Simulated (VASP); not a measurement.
Here is a VASP 6.6.1 calculation.

Contents of INCAR:

```
SYSTEM = Cu
PREC = Accurate
ENCUT = 600
EDIFF = 1E-7
ISMEAR = 1
SIGMA = 0.1
LREAL = .FALSE.
LASPH = .TRUE.
NELM = 80
ALGO = Normal
ISIF = 2
LWAVE = .FALSE.
LCHARG = .FALSE.
GGA = CA
IBRION = 2
NSW = 40
EDIFFG = -0.01
```

The input KPOINTS:

```
regular mesh
0
G
  18 18 18
  0 0 0
```

Contents of POSCAR:

```
Cu                                      
1.0
    0.0000000000      1.7623990185      1.7623990185
    1.7623990185      0.0000000000      1.7623990185
    1.7623990185      1.7623990185      0.0000000000
  Cu            
     1
Direct
     0.0000000000000000    0.0000000000000000    0.0000000000000000
```

Potentials or basis: VASP PAW LDA potentials, release 64 (Cu).

Command:

```sh
$ cat potpaw_LDA.64/Cu/POTCAR > POTCAR
$ mpirun -np 1 vasp_std > vasp.out
```

Task: What does it give for the band gap on the k mesh?

Result: None (metal or under the smearing width).

Final structure:
```
CELL_PARAMETERS angstrom
0.00000 1.76240 1.76240
1.76240 0.00000 1.76240
1.76240 1.76240 0.00000
ATOMIC_POSITIONS crystal
Cu 0.00000 0.00000 0.00000
```

Caveat: the relaxation stopped at its first step, so nothing moved.
